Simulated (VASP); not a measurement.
Runs of VASP 6.6.1 on Y. All rows change the cell; the cell of one of them follows. Symmetry: I4/mmm, No. 139, tetragonal system. Conventional cell: a = 3.655 Å, b = 3.655 Å, c = 5.368 Å, α = 90.00°, β = 90.00°, γ = 90.00°. Y (site symmetry 4/mmm) has 12 Y at 3.65 to 3.73 Å as nearest neighbours. This isn't the form of Y at room conditions, which is hcp.

| cell | further INCAR settings | gap on the mesh (eV) | pressure (GPa) |
| --- | --- | --- | --- |
| strain +0.040 along x and y, +0.080 along z, atoms carried along | ALGO = Fast; EDIFF = 1e-07; NBANDS = 12 | none | -6.5 |
| strain +0.080 along x and y, +0.000 along z, atoms carried along | ALGO = Fast; EDIFF = 1e-07; NBANDS = 12 | none | -6.5 |
| strain -0.040 along x and y, +0.080 along z, atoms carried along | ALGO = Fast; EDIFF = 1e-06; NBANDS = 12 | none | -1.7 |
| strain +0.040 along x and y, +0.000 along z, atoms carried along | ALGO = Fast; EDIFF = 1e-07; NBANDS = 12 | none | (a) |

Alike in all rows: task single point; level LDA; potentials or basis VASP PAW LDA potentials, release 64 (Y_sv); no spin polarisation; k mesh 16 × 16 × 16; cutoff (eV) 520; smearing gaussian 0.15 eV.

Problem. Fill in the values left out.

Solution. (a) -4.6.

A k mesh can miss the band edges, and the runs leave out spin-orbit coupling on Y.

A gap of «none» marks a metal or a gap under the smearing width.
